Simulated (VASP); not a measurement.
Method: TPSS meta-GGA, VASP's PBE PAW potentials (set 64) (plane waves; VASP 6.6.1).

VASP input:

File KPOINTS:
```
Regular mesh
0
G
8 8 6
0 0 0
```

### INCAR
```
SYSTEM = NiSb
PREC = Accurate
ENCUT = 520
EDIFF = 1E-6
NELM = 100
ALGO = Normal
LREAL = .FALSE.
LASPH = .TRUE.
ISMEAR = 1
SIGMA = 0.1
METAGGA = TPSS
LMIXTAU = .TRUE.
LMAXMIX = 4
LWAVE = .FALSE.
LCHARG = .FALSE.
IBRION = 2
ISIF = 3
NSW = 60
EDIFFG = -0.02
```

### POSCAR
```
NiSb
1
    1.9548608328    -3.3859184447    -0.0000000000
    1.9548608328     3.3859184447    -0.0000000000
    0.0000000000    -0.0000000000     5.1051620218
Ni Sb
2 2
Direct
  0.0000000000   0.0000000000   0.5000000000
  0.0000000000   0.0000000000   0.0000000000
  0.3333330000   0.6666670000   0.2500000000
  0.6666670000   0.3333330000   0.7500000000
```

POTCAR, in this order: Ni Sb (PBE.64 set). Program: vasp_std.

The resulting files:

File OSZICAR:
```
...
DAV:   5    -0.406938127726E+02   -0.91597E-02   -0.91568E-02  1800   0.327E+00    0.103E+01
DAV:   6    -0.502182801461E+02   -0.95245E+01   -0.13802E+01  1666   0.639E+01    0.601E+00
DAV:   7    -0.521245068698E+02   -0.19062E+01   -0.53198E+00  1699   0.409E+01    0.590E+00
DAV:   8    -0.519300632695E+02    0.19444E+00   -0.19481E+00  1675   0.267E+01    0.248E+00
DAV:   9    -0.514356628754E+02    0.49440E+00   -0.65149E-01  1872   0.142E+01    0.623E-01
DAV:  10    -0.519127798246E+02   -0.47712E+00   -0.22240E-01  1526   0.551E+00    0.435E-01
DAV:  11    -0.519115758824E+02    0.12039E-02   -0.35684E-03  1693   0.590E-01    0.301E-01
DAV:  12    -0.519084449826E+02    0.31309E-02   -0.67620E-03  2158   0.116E+00    0.117E-01
DAV:  13    -0.519127451051E+02   -0.43001E-02   -0.38374E-03  1554   0.703E-01    0.119E-01
DAV:  14    -0.519129970312E+02   -0.25193E-03   -0.28129E-04  1550   0.201E-01    0.663E-02
DAV:  15    -0.519130356404E+02   -0.38609E-04   -0.16820E-05  2021   0.578E-02    0.313E-02
DAV:  16    -0.519130198989E+02    0.15741E-04   -0.17740E-05  1547   0.449E-02    0.196E-02
DAV:  17    -0.519130410563E+02   -0.21157E-04   -0.10037E-05  1532   0.392E-02    0.110E-02
DAV:  18    -0.519130421684E+02   -0.11122E-05   -0.27646E-07   877   0.609E-03    0.289E-03
DAV:  19    -0.519130412610E+02    0.90739E-06   -0.49494E-08   784   0.296E-03
   1 F= -.51913041E+02 E0= -.51912754E+02  d E =-.519130E+02
       N       E                     dE             d eps       ncg     rms          rms(c)
DAV:   1    -0.521800877241E+02   -0.26705E+00   -0.28984E+00  1634   0.293E+01    0.486E+00
DAV:   2    -0.526816928622E+02   -0.50161E+00   -0.63064E+00  1708   0.477E+01    0.769E+00
DAV:   3    -0.519251886741E+02    0.75650E+00   -0.31618E+00  1672   0.322E+01    0.117E+00
DAV:   4    -0.519164016749E+02    0.87870E-02   -0.76566E-02  1674   0.341E+00    0.394E-01
DAV:   5    -0.519147685374E+02    0.16331E-02   -0.40819E-03  2256   0.918E-01    0.109E-01
DAV:   6    -0.519147787581E+02   -0.10221E-04   -0.30966E-04  2036   0.165E-01    0.689E-02
DAV:   7    -0.519144327522E+02    0.34601E-03   -0.27457E-04  1630   0.260E-01    0.547E-02
DAV:   8    -0.519147418521E+02   -0.30910E-03   -0.27348E-04  1789   0.292E-01    0.182E-02
DAV:   9    -0.519147516711E+02   -0.98190E-05   -0.29339E-05  1644   0.907E-02    0.280E-03
DAV:  10    -0.519147541911E+02   -0.25200E-05   -0.12582E-06   874   0.217E-02    0.317E-03
DAV:  11    -0.519147512794E+02    0.29116E-05   -0.14943E-06   818   0.234E-02    0.159E-03
DAV:  12    -0.519147528846E+02   -0.16052E-05   -0.18124E-07   772   0.826E-03    0.108E-04
DAV:  13    -0.519147527869E+02    0.97762E-07   -0.36018E-08   760   0.172E-03
   2 F= -.51914753E+02 E0= -.51914852E+02  d E =-.171153E-02
       N       E                     dE             d eps       ncg     rms          rms(c)
DAV:   1    -0.519696490659E+02   -0.54896E-01   -0.56826E-01  1640   0.128E+01    0.219E+00
DAV:   2    -0.520709424360E+02   -0.10129E+00   -0.11736E+00  1664   0.212E+01    0.327E+00
DAV:   3    -0.519181130473E+02    0.15283E+00   -0.54538E-01  1654   0.151E+01    0.377E-01
DAV:   4    -0.519180408187E+02    0.72229E-04   -0.21077E-02  1549   0.882E-01    0.228E-01
DAV:   5    -0.519175522757E+02    0.48854E-03   -0.11295E-03  1966   0.616E-01    0.884E-02
DAV:   6    -0.519175221519E+02    0.30124E-04   -0.13058E-04  2255   0.108E-01    0.475E-02
DAV:   7    -0.519175238758E+02   -0.17239E-05   -0.19774E-05  2170   0.578E-02    0.106E-02
DAV:   8    -0.519175183917E+02    0.54841E-05   -0.16901E-05  2185   0.640E-02    0.779E-03
DAV:   9    -0.519175234069E+02   -0.50152E-05   -0.55679E-06  1544   0.420E-02    0.421E-03
DAV:  10    -0.519175197086E+02    0.36983E-05   -0.13647E-06   760   0.225E-02    0.320E-03
DAV:  11    -0.519175219405E+02   -0.22319E-05   -0.43914E-07   760   0.139E-02    0.129E-03
DAV:  12    -0.519175216938E+02    0.24669E-06   -0.53003E-08   760   0.172E-03
   3 F= -.51917522E+02 E0= -.51917439E+02  d E =-.448043E-02
       N       E                     dE             d eps       ncg     rms          rms(c)
DAV:   1    -0.519175544343E+02   -0.32494E-04   -0.35975E-04  1640   0.323E-01    0.549E-02
DAV:   2    -0.519176221075E+02   -0.67673E-04   -0.74398E-04  1689   0.535E-01    0.818E-02
DAV:   3    -0.519175228771E+02    0.99230E-04   -0.34438E-04  1675   0.374E-01    0.984E-03
DAV:   4    -0.519175209810E+02    0.18961E-05   -0.10876E-05  1544   0.246E-02    0.380E-03
DAV:   5    -0.519175202507E+02    0.73032E-06   -0.33116E-07   760   0.104E-02
   4 F= -.51917520E+02 E0= -.51917442E+02  d E =-.447899E-02
       N       E                     dE             d eps       ncg     rms          rms(c)
DAV:   1    -0.519292728469E+02   -0.11752E-01   -0.13468E-01  1640   0.626E+00    0.107E+00
DAV:   2    -0.519538434329E+02   -0.24571E-01   -0.29612E-01  1689   0.105E+01    0.161E+00
DAV:   3    -0.519170850445E+02    0.36758E-01   -0.13314E-01  1675   0.725E+00    0.195E-01
DAV:   4    -0.519168626757E+02    0.22237E-03   -0.40668E-03  1555   0.501E-01    0.712E-02
DAV:   5    -0.519168030590E+02    0.59617E-04   -0.16772E-04  2110   0.209E-01    0.257E-02
DAV:   6    -0.519167911544E+02    0.11905E-04   -0.79746E-05  2211   0.146E-01    0.202E-02
DAV:   7    -0.519167924415E+02   -0.12871E-05   -0.39583E-05  1735   0.113E-01    0.892E-03
DAV:   8    -0.519167899481E+02    0.24934E-05   -0.21118E-06   971   0.156E-02    0.117E-02
DAV:   9    -0.519167899107E+02    0.37410E-07   -0.34264E-07   760   0.695E-03
   5 F= -.51916790E+02 E0= -.51916799E+02  d E =-.374865E-02
       N       E                     dE             d eps       ncg     rms          rms(c)
DAV:   1    -0.519283511610E+02   -0.11561E-01   -0.12060E-01  1640   0.590E+00    0.996E-01
DAV:   2    -0.519487443066E+02   -0.20393E-01   -0.24058E-01  1680   0.963E+00    0.149E+00
DAV:   3    -0.519177135938E+02    0.31031E-01   -0.11322E-01  1667   0.682E+00    0.184E-01
DAV:   4    -0.519175459770E+02    0.16762E-03   -0.37711E-03  1552   0.465E-01    0.724E-02
DAV:   5    -0.519175199365E+02    0.26040E-04   -0.12878E-04  2107   0.179E-01    0.341E-02
DAV:   6    -0.519174950765E+02    0.24860E-04   -0.52549E-05  2230   0.118E-01    0.894E-03
DAV:   7    -0.519175168103E+02   -0.21734E-04   -0.22282E-05  1670   0.753E-02    0.891E-03
DAV:   8    -0.519175085709E+02    0.82395E-05   -0.12703E-05  1630   0.685E-02    0.847E-03
DAV:   9    -0.519175147414E+02   -0.61705E-05   -0.29600E-06  1230   0.338E-02    0.192E-03
DAV:  10    -0.519175143877E+02    0.35366E-06   -0.23068E-07   760   0.738E-03
   6 F= -.51917514E+02 E0= -.51917441E+02  d E =-.447313E-02
       N       E                     dE             d eps       ncg     rms          rms(c)
DAV:   1    -0.519183926722E+02   -0.87793E-03   -0.22384E-02  1574   0.130E+00    0.184E-01
DAV:   2    -0.519179895585E+02    0.40311E-03   -0.15103E-03  1758   0.713E-01    0.122E-01
DAV:   3    -0.519179166167E+02    0.72942E-04   -0.12426E-03  1752   0.695E-01    0.111E-01
DAV:   4    -0.519177597230E+02    0.15689E-03   -0.45874E-04  1699   0.378E-01    0.120E-02
DAV:   5    -0.519177609171E+02   -0.11940E-05   -0.36140E-05  1684   0.667E-02    0.541E-03
DAV:   6    -0.519177610805E+02   -0.16342E-06   -0.59325E-06  1523   0.320E-02
   7 F= -.51917761E+02 E0= -.51917684E+02  d E =-.246693E-03
       N       E                     dE             d eps       ncg     rms          rms(c)
DAV:   1    -0.519179788731E+02   -0.21796E-03   -0.69094E-03  1574   0.720E-01    0.102E-01
DAV:   2    -0.519178609989E+02    0.11787E-03   -0.44757E-04  1755   0.389E-01    0.669E-02
DAV:   3    -0.519178393279E+02    0.21671E-04   -0.37567E-04  1752   0.381E-01    0.619E-02
DAV:   4    -0.519177920348E+02    0.47293E-04   -0.14514E-04  1696   0.212E-01    0.640E-03
DAV:   5    -0.519177919570E+02    0.77770E-07   -0.90685E-06  1581   0.338E-02
   8 F= -.51917792E+02 E0= -.51917713E+02  d E =-.277569E-03
```

File OUTCAR:
```
------------------------ aborting loop because EDIFF is reached ----------------------------------------
  FORCE on cell =-STRESS in cart. coord.  units (eV):
  Direction    XX          YY          ZZ          XY          YZ          ZX
  --------------------------------------------------------------------------------------
  Total       -0.0007572     -0.0007572      0.0168743     -0.0000000      0.0000000      0.0000000
  in kB       -0.0177269     -0.0177269      0.3950284     -0.0000000      0.0000000      0.0000000
  external PRESSURE =       0.1198582 kB  Pullay stress =       0.0000000 kB
  volume of cell :       68.44
      direct lattice vectors                 reciprocal lattice vectors
     1.967661654 -3.408090121  0.000000000     0.254108728 -0.146709735  0.000000000
     1.967661654  3.408090121 -0.000000000     0.254108728  0.146709735  0.000000000
    -0.000000000 -0.000000000  5.102890137     0.000000000  0.000000000  0.195967378
 POSITION                                       TOTAL-FORCE (eV/Angst)
 -----------------------------------------------------------------------------------
     -0.00000     -0.00000      2.55145        -0.000000      0.000000      0.000000
      0.00000      0.00000      0.00000        -0.000000      0.000000      0.000000
      1.96766      1.13603      1.27572        -0.000000      0.000000     -0.000000
      1.96766     -1.13603      3.82717         0.000000     -0.000000      0.000000
 -----------------------------------------------------------------------------------
    total drift:                                0.000000     -0.000000      0.000000
  FREE ENERGIE OF THE ION-ELECTRON SYSTEM (eV)
  ---------------------------------------------------
  free  energy   TOTEN  =       -51.9177919570 eV

  energy  without entropy=      -51.9175548290  energy(sigma->0) =      -51.91771291

 reached required accuracy - stopping structural energy minimisation
```
(Selected blocks of OUTCAR.)

**CONTCAR**
```
NiSb
   1.00000000000000
     1.9676616544783703   -3.4080901213827066    0.0000000000000000
     1.9676616544783703    3.4080901213827066   -0.0000000000000000
    -0.0000000000000000   -0.0000000000000000    5.1028901373147937
  Ni              Sb
     2     2
Direct
     0.0000000000000000    0.0000000000000000    0.5000000000000000
     0.0000000000000000    0.0000000000000000    0.0000000000000000
     0.3333330000000032    0.6666669999999968    0.2500000000000000
     0.6666669999999968    0.3333330000000032    0.7500000000000000
```

The compound is NiSb in the NiAs type structure. This run relaxes it. Symmetry was kept, so distortions that lower it aren't found. The start is the result of an earlier pass. The run is not spin-polarised, so no magnetic state was tried.
